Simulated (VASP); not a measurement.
An input for Ansatz (written as the equivalent of a VASP run, and not itself run):

Ansatz 0.2 input:
```yaml
crystal:
  lattice:
    - [3.9541747, 0.0000000, 0.0000000]
    - [0.0000000, 3.9541747, 0.0000000]
    - [0.0000000, 0.0000000, 3.9879528]
  atoms:
    - { symbol: Ba, position: [0.0000000, 0.0000000, 0.0000702] }
    - { symbol: Ti, position: [0.5000000, 0.5000000, 0.5140484] }
    - { symbol: O, position: [0.5000000, 0.5000000, 0.9795935] }
    - { symbol: O, position: [1.0000000, 0.5000000, 0.4851439] }
    - { symbol: O, position: [0.5000000, 0.0000000, 0.4851439] }
kpoints:
  mp_grid: { grid: [6, 6, 6] }
hamiltonian:
  xc: pbe
  pseudopotentials: { kind: paw }
scf:
  occupations: { method: gaussian, width: 0.05 }
  max_iter: 100
relax:
  max_steps: 40
  f_tol: 0.02
  cell: { p_target: 20 }
output: { forces: true, stress: true, eigenvalues: true }
```

Task: Write the VASP files for the same calculation (PBE).

Result: Several could match; the one computed here: 
KPOINTS:
```
Automatic mesh
0
Gamma
6 6 6
0 0 0
```

POSCAR:
```
BaTiO3
1.0
  3.9541747265   0.0000000000   0.0000000000
  0.0000000000   3.9541747265   0.0000000000
  0.0000000000   0.0000000000   3.9879527677
Ba Ti O
1 1 3
direct
  0.0000000000   0.0000000000   0.0000702481
  0.5000000000   0.5000000000   0.5140484373
  0.5000000000   0.5000000000   0.9795934844
  1.0000000000   0.5000000000   0.4851439151
  0.5000000000   0.0000000000   0.4851439151
```

**INCAR**
```
ALGO  =  Normal
EDIFF  =  1E-6
EDIFFG  =  -0.02
ENCUT  =  620
GGA  =  PE
IBRION  =  2
ISIF  =  3
ISMEAR  =  0
LASPH  =  .True.
LCHARG  =  .False.
LMAXMIX  =  4
LREAL  =  .False.
LWAVE  =  .False.
NELM  =  100
NSW  =  40
PREC  =  Accurate
PSTRESS  =  200
SIGMA  =  0.05
SYSTEM  =  BaTiO3
```

POTCAR, in this order: Ba_sv Ti_sv O (PBE.64 set). Program: vasp_std.

The two are equivalent in intent, not identical: each code has its own PAW files, so the cut-off isn't converted (ENCUT is set for VASP's; basis.ecutwfc is left out, and Ansatz then takes the one that its files recommend); Ansatz stops its SCF on the density residual and VASP on the energy change (EDIFF).

The compound is BaTiO3 in the tetragonal perovskite structure. This run relaxes it under an external pressure of 20 GPa. Symmetry was kept, so distortions that lower it aren't found.
